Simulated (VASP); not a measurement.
# LaH2Au (Cmcm) in VASP: single point with r2SCAN

Aim: the single point of LaH2Au with r2SCAN.

Everything below comes from runs of VASP 6.6.1. Logs are shortened: lines on timing, memory, paths and dates and some standing lists are left out, and cuts for length are marked.

## Step 1: Starting point

Symmetry: Cmcm, No. 63, orthorhombic system. The conventional cell has a = 4.003 Å, b = 9.452 Å, c = 6.632 Å, α = 90.00°, β = 90.00°, γ = 90.00°. Around Au (site symmetry m2m) lie 6 H at 2.47 to 2.50 Å and 1 La at 2.71 Å. H (site symmetry m) has 3 Au at 2.47 to 2.50 Å and 2 H at 2.64 Å as nearest neighbours. La (site symmetry m2m) has 3 Au at 2.71 to 2.84 Å and 6 H at 2.88 to 3.04 Å as nearest neighbours.

The cell was built by a generator and needn't be a form met in nature.

## Step 2: Single point, r2SCAN

Contents of POSCAR:

```
LaH2Au
1.0
    4.0034340000      0.0000000000      0.0000000000
    2.0017170000     -4.7261420000      0.0000000000
    0.0000000000      0.0000000000     -6.6317030000
Au H La
2 4 2
Direct
    0.7890100000      0.4219800000      0.7500000000
    0.2109900000      0.5780200000      0.2500000000
    0.3647900000      0.2704200000      0.9491100000
    0.6352100000      0.7295800000      0.4491100000
    0.6352100000      0.7295800000      0.0508900000
    0.3647900000      0.2704200000      0.5508900000
    0.0756200000      0.8487600000      0.7500000000
    0.9243800000      0.1512400000      0.2500000000
```

Contents of INCAR.step1:

```
SYSTEM = LaH2Au
PREC     = Accurate       ! precision mode
ENCUT    = 520            ! plane-wave cutoff, eV
ISMEAR   = 1              ! smearing method
SIGMA    = 0.0403         ! smearing width, eV
LREAL    = .False.        ! projectors in reciprocal space
LASPH    = .True.         ! aspherical terms in the spheres
NELM     = 100            ! most SCF steps
NBANDS   = 34             ! bands
GGA      = PE             ! functional
ALGO     = Normal         ! electronic algorithm
EDIFF    = 1E-4           ! SCF threshold, eV
LWAVE    = .True.         ! write WAVECAR
LCHARG   = .False.        ! write CHGCAR
```

Contents of INCAR.step2:

```
SYSTEM = LaH2Au
PREC     = Accurate       ! precision mode
ENCUT    = 520            ! plane-wave cutoff, eV
EDIFF    = 1E-6           ! SCF threshold, eV
ISMEAR   = 1              ! smearing method
SIGMA    = 0.0403         ! smearing width, eV
LREAL    = .False.        ! projectors in reciprocal space
LASPH    = .True.         ! aspherical terms in the spheres
NELM     = 100            ! most SCF steps
ALGO     = Normal         ! electronic algorithm
ISIF     = 2              ! what is computed and relaxed
LWAVE    = .False.        ! write WAVECAR
LCHARG   = .False.        ! write CHGCAR
METAGGA  = R2SCAN         ! meta-GGA
LMIXTAU  = .True.       
NBANDS   = 34             ! bands
ISTART   = 1
```

Contents of KPOINTS:

```
Automatic mesh
0
Gamma
  7 7 4
  0 0 0
```

Potentials or basis: VASP PAW PBE potentials, release 64 (Au, H, La).

Launch:

```
cat potpaw_PBE.64/Au/POTCAR potpaw_PBE.64/H/POTCAR potpaw_PBE.64/La/POTCAR > POTCAR
cp INCAR.step1 INCAR
mpirun -np 1 vasp_std > vasp.out
cp INCAR.step2 INCAR
mpirun -np 1 vasp_std > vasp.out
```

OUTCAR:

```text
SYSTEM = LaH2Au
   PREC = Accurate
   ENCUT = 520
   EDIFF = 1E-6
   ISMEAR = 1
   LREAL = .False.
   LASPH = .True.
   NELM = 100
   ISIF = 2
   METAGGA = R2SCAN
   ISTART = 1

 ion  position               nearest neighbor table
   1  0.789  0.422  0.750-   7 2.71   7 2.84   7 2.84   8 3.55   8 3.55
   2  0.211  0.578  0.250-   8 2.71   8 2.84   8 2.84   7 3.55   7 3.55
   3  0.365  0.270  0.949-
   4  0.635  0.730  0.449-
   5  0.635  0.730  0.051-
   6  0.365  0.270  0.551-
   7  0.076  0.849  0.750-   1 2.71   1 2.84   1 2.84   2 3.55   2 3.55   8 3.61   8 3.61
   8  0.924  0.151  0.250-   2 2.71   2 2.84   2 2.84   1 3.55   1 3.55   7 3.61   7 3.61

  LATTYP: Found a base centered orthorhombic cell.
 ALAT       =     4.0034340000
 B/A-ratio  =     2.3610440437
 C/A-ratio  =     1.6565036416

  Lattice vectors:

 A1 = (   2.0017170000,   4.7261420000,   0.0000000000)
 A2 = (   2.0017170000,  -4.7261420000,   0.0000000000)
 A3 = (   0.0000000000,   0.0000000000,  -6.6317030000)

Analysis of symmetry for initial positions (statically):
=====================================================================
 Subroutine PRICEL returns:
 Original cell was already a primitive cell.

 Routine SETGRP: Setting up the symmetry group for a
 base centered orthorhombic supercell.

 Subroutine GETGRP returns: Found  8 space group operations
 (whereof  4 operations were pure point group operations)
 out of a pool of  8 trial point group operations.

The static configuration has the point symmetry C_2h.
 The point group associated with its full space group is D_2h.

Analysis of symmetry for dynamics (positions and initial velocities):
=====================================================================
 Subroutine PRICEL returns:
 Original cell was already a primitive cell.

 Routine SETGRP: Setting up the symmetry group for a
 base centered orthorhombic supercell.

 Subroutine GETGRP returns: Found  8 space group operations
 (whereof  4 operations were pure point group operations)
 out of a pool of  8 trial point group operations.

The dynamic configuration has the point symmetry C_2h.
 The point group associated with its full space group is D_2h.

 Subroutine INISYM returns: Found  8 space group operations
 (whereof  4 operations are pure point group operations),
 and found     1 'primitive' translations

----------------------------------------------------------------------------------------

                                     Primitive cell

  volume of cell :     125.4771

  direct lattice vectors                    reciprocal lattice vectors
     4.003434000  0.000000000  0.000000000     0.249785559  0.105794536  0.000000000
     2.001717000 -4.726142000  0.000000000     0.000000000 -0.211589072  0.000000000
     0.000000000  0.000000000 -6.631703000     0.000000000  0.000000000 -0.150790830

  length of vectors
     4.003434000  5.132571398  6.631703000     0.271266123  0.211589072  0.150790830

  position of ions in fractional coordinates (direct lattice)
     0.789010000  0.421980000  0.750000000
     0.210990000  0.578020000  0.250000000
     0.364790000  0.270420000  0.949110000
     0.635210000  0.729580000  0.449110000
     0.635210000  0.729580000  0.050890000
     0.364790000  0.270420000  0.550890000
     0.075620000  0.848760000  0.750000000
     0.924380000  0.151240000  0.250000000

  ion indices of the primitive-cell ions
   primitive index   ion index
                 1           1
                 2           2
                 3           3
                 4           4
                 5           5
                 6           6
                 7           7
                 8           8

----------------------------------------------------------------------------------------

 KPOINTS: Automatic mesh

Automatic generation of k-mesh.
 Grid dimensions read from file:
 generate k-points for:    7    7    4

 Generating k-lattice:

  Cartesian coordinates                     Fractional coordinates (reciprocal lattice)
     0.035683651  0.015113505  0.000000000     0.142857143 -0.000000000  0.000000000
     0.000000000 -0.030227010  0.000000000     0.000000000  0.142857143  0.000000000
     0.000000000  0.000000000 -0.037697708     0.000000000  0.000000000  0.250000000

  Length of vectors
     0.038752303  0.030227010  0.037697708

  Shift w.r.t. Gamma in fractional coordinates (k-lattice)
     0.000000000  0.000000000  0.000000000

 Subroutine IBZKPT returns following result:
 ===========================================

 Found     48 irreducible k-points:

 Following reciprocal coordinates:
            Coordinates               Weight
  0.000000  0.000000  0.000000      1.000000
  0.142857  0.000000  0.000000      4.000000
  0.285714  0.000000  0.000000      4.000000
  0.428571  0.000000  0.000000      4.000000
  0.000000  0.142857  0.000000      2.000000
  0.285714  0.142857  0.000000      2.000000
[... 16 lines left out ...]
  0.428571  0.142857  0.250000      8.000000
 -0.428571  0.142857  0.250000      8.000000
 [... further k-points ...]
   k-points           NKPTS =     48   k-points in BZ     NKDIM =     48   number of bands    NBANDS=     34
   number of dos      NEDOS =    301   number of ions     NIONS =      8
   total plane-waves  NPLWV =  60000
   dimension x,y,z NGX =    30 NGY =   40 NGZ =   50
   dimension x,y,z NGXF=    60 NGYF=   80 NGZF=  100
   ions per type =               2   4   2
   NGX,Y,Z   is equivalent  to a cutoff of  12.46, 12.96, 12.53 a.u.
   NGXF,Y,Z  is equivalent  to a cutoff of  24.92, 25.91, 25.07 a.u.
 SYSTEM =  LaH2Au
   PREC   = accura    normal or accurate (medium, high low for compatibility)
   ISTART =      1    job   : 0-new  1-cont  2-samecut
   ICHARG =      0    charge: 1-file 2-atom 10-const
   ISPIN  =      1    spin polarized calculation?
   LNONCOLLINEAR =      F non collinear calculations
   LSORBIT =      F    spin-orbit coupling
   LASPH  =      T    aspherical Exc in radial PAW
   ENCUT  =  520.0 eV  38.22 Ry    6.18 a.u.   7.44  9.54 12.33*2*pi/ulx,y,z
   NELM   =    100;   NELMIN=  2; NELMDL=  0     # of ELM steps
   EDIFF  = 0.1E-05   stopping-criterion for ELM
   LREAL  =      F    real-space projection
   EDIFFG = 0.1E-04   stopping-criterion for IOM
   NSW    =      0    number of steps for IOM
   IBRION =     -1    ionic relax: 0-MD 1-quasi-New 2-CG
   NFREE  =      0    steps in history (QN), initial steepest desc. (CG)
   ISIF   =      2    stress and relaxation
   ISYM   =      2    0-nonsym 1-usesym 2-fastsym
   POTIM  = 0.5000    time-step for ionic-motion
   TEBEG  =    0.0;   TEEND  =   0.0 temperature during run
   PSTRESS=    0.0 pullay stress
   NELECT =      48.0000    total number of electrons
   NUPDOWN=      -1.0000    fix difference up-down
   EMIN   =  10.00;   EMAX   =-10.00  energy-range for DOS
   EFERMI =   0.00;   METHOD = LEGACY
   ISMEAR =     1;   SIGMA  =   0.04  broadening in eV -4-tet -1-fermi 0-gaus
   EFERMI_NEDOS =   21; number of points for ismear=-14 and -15
   IALGO  =     38    algorithm
   IMIX   =      4    mixing-type and parameters
     AMIX     =   0.40;   BMIX     =  1.00
     AMIX_MAG =   1.60;   BMIX_MAG =  1.00
  volume/ion in A,a.u.               =      15.68       105.85
  Fermi-wavevector in a.u.,A,eV,Ry     =   1.188412  2.245773 19.215826  1.412323
  Thomas-Fermi vector in A             =   2.324542
   LORBIT       =      0    0 simple, 1 ext, 2 COOP (PROOUT), +10 PAW based schemes
   METAGGA = R2SCAN    functional components
   LHFCALC =     F    Hartree Fock is set to
   AEXX    =    0.0000 exact exchange contribution
   IVDW    =     0    specifies the selected vdW correction
   LEPSILON=     F    determine dielectric tensor
   LRPA    =     F    only Hartree local field effects (RPA)
 non-spin polarized calculation
 Methfessel and Paxton  Order N= 1 SIGMA  =   0.04
  energy-cutoff  :      520.00
  volume of cell :      125.48
 maximum number of plane-waves:      3427
 NGX is ok and might be reduce to    30
   NGX = 15   NGY = 19   NGZ = 25

 number of electron      48.0000003 magnetization

 Free energy of the ion-electron system (eV)
  ---------------------------------------------------
  ext. energy  EPLUGINS =         0.00000000
  ---------------------------------------------------
  free energy    TOTEN  =      -174.18396908 eV

  energy without entropy =     -174.18321194  energy(sigma->0) =     -174.18371670

 E-fermi :   7.6715     XC(G=0): -10.9426

 val. band max:        7.6683314667   @ k =  -0.1429   0.2857   0.0000
 cond. band min:       7.6727406832   @ k =   0.4286   0.0000   0.2500
 fundamental gap:      0.0044092165
 Fermi energy:         7.6714774014

 k-point     1 :       0.0000    0.0000    0.0000
  band No.  band energies     occupation
      1     -26.9901      2.00000
      2     -26.8830      2.00000
      3     -10.7519      2.00000
      4     -10.4736      2.00000
      5     -10.4053      2.00000
      6     -10.1491      2.00000
[... 26 lines left out ...]
     33       9.4538      0.00000
     34       9.6781      0.00000

 k-point     2 :       0.1429    0.0000    0.0000
  band No.  band energies     occupation
      1     -26.9822      2.00000
      2     -26.8760      2.00000
      3     -10.7358      2.00000
      4     -10.4829      2.00000
      5     -10.4221      2.00000
      6     -10.2374      2.00000
[... 26 lines left out ...]
     33       9.4714      0.00000
     34       9.6542      0.00000
[... 775 lines left out ...]
     33       9.6063      0.00000
     34       9.6833      0.00000

 k-point    24 :      -0.4286    0.1429    0.2500
  band No.  band energies     occupation
      1     -26.9333      2.00000
      2     -26.8615      2.00000
      3     -10.6943      2.00000
      4     -10.5963      2.00000
      5     -10.5242      2.00000
      6     -10.4380      2.00000
[... 26 lines left out ...]
     33       9.6039      0.00000
     34       9.6380      0.00000

 [... further k-points ...]

------------------------ aborting loop because EDIFF is reached ----------------------------------------

  FORCE on cell =-STRESS in cart. coord.  units (eV):
  Direction    XX          YY          ZZ          XY          YZ          ZX
  --------------------------------------------------------------------------------------
  -------------------------------------------------------------------------------------
  Total        1.4382370     10.0422762     -3.9287331      0.0000000      0.0000000      0.0000000
  in kB       18.3643916    128.2266323    -50.1647441      0.0000000      0.0000000      0.0000000
  external PRESSURE =      32.1420933 kB  Pullay stress =       0.0000000 kB

 VOLUME and BASIS-vectors are now :
 -----------------------------------------------------------------------------
  energy-cutoff  :      520.00
  volume of cell :      125.48
      direct lattice vectors                 reciprocal lattice vectors
     4.003434000  0.000000000  0.000000000     0.249785559  0.105794536  0.000000000
     2.001717000 -4.726142000  0.000000000     0.000000000 -0.211589072  0.000000000
     0.000000000  0.000000000 -6.631703000     0.000000000  0.000000000 -0.150790830

 POSITION                                       TOTAL-FORCE (eV/Angst)
 -----------------------------------------------------------------------------------
      4.00343     -1.99434     -4.97378        -0.000000     -0.296740     -0.000000
      2.00172     -2.73180     -1.65793         0.000000      0.296740     -0.000000
      2.00172     -1.27804     -6.29422        -0.000000      0.342811     -0.418955
      4.00343     -3.44810     -2.97836         0.000000     -0.342811     -0.418955
      4.00343     -3.44810     -0.33749         0.000000     -0.342811      0.418955
      2.00172     -1.27804     -3.65334        -0.000000      0.342811      0.418955
      2.00172     -4.01136     -4.97378         0.000000      1.832578     -0.000000
      4.00343     -0.71478     -1.65793         0.000000     -1.832578     -0.000000
 -----------------------------------------------------------------------------------
    total drift:                                0.000000      0.000000      0.000000

  FREE ENERGIE OF THE ION-ELECTRON SYSTEM (eV)
  ---------------------------------------------------
  free  energy   TOTEN  =      -174.1839690831 eV

  energy  without entropy=     -174.1832119390  energy(sigma->0) =     -174.18371670
```

It took 19 min on 1 thread of Intel Xeon Platinum 8259CL at 2.50GHz (Skylake/Cascade Lake), shared host; peak memory 0.4 GiB.

Results:

```yaml
Free_energy: -174.1840 eV
Pressure: 3.2 GPa
Largest_force: 1.833 eV/Å
Band_gap_on_the_k_mesh: none (metal or under the smearing width)
```

Forces in eV/Å, atoms in the order of the input:
```
Au   0.000 -0.297  0.000
Au   0.000  0.297  0.000
H    0.000  0.343 -0.419
H    0.000 -0.343 -0.419
H    0.000 -0.343  0.419
H    0.000  0.343  0.419
La   0.000  1.833  0.000
La   0.000 -1.833  0.000
```

Stress tensor (GPa, compression positive):
```
 1.84  0.00  0.00
 0.00 12.82  0.00
 0.00  0.00 -5.02
```

Caveat: the PAW data sets were made with another functional, which shifts forces and pressure a little. Spin-orbit coupling is left out, which matters for the levels of Au, La.
